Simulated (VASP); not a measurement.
Here is the system:

```xyz
2
Lattice="1.5868 -2.7485 0.0000 1.5868 2.7485 0.0000 0.0000 0.0000 5.0202" Properties=species:S:1:pos:R:3 pbc="T T T"
Hf     1.5868     0.9162     1.2550
Hf     1.5868    -0.9162     3.7651
```

Calculation: rev-vdW-DF2, VASP's PBE PAW potentials (set 64) (plane waves; VASP 6.6.1). Settings: 520 eV cut-off, Gaussian smearing of 0.050 eV, potentials Hf_pv.

Give the energies of bands 7 to 13 at the high-symmetry points, in eV from the Fermi level.

```csv
band,Γ,M,K,A,L,H
7,-7.46,-3.40,-2.24,-5.44,-3.50,-1.84
8,-3.80,-2.85,-1.82,-5.44,-3.50,-1.84
9,0.76,-2.32,-1.82,0.11,-1.05,-1.50
10,1.14,-0.76,-1.45,0.11,-1.05,-1.50
11,1.14,0.74,0.35,1.02,1.27,-0.18
12,1.42,0.88,0.35,1.02,1.27,-0.18
13,1.98,1.69,2.06,1.02,2.65,2.51
```

It has no gap at this level: it comes out as a metal or semimetal.

The compound is Hf in the hcp structure. It was relaxed first.
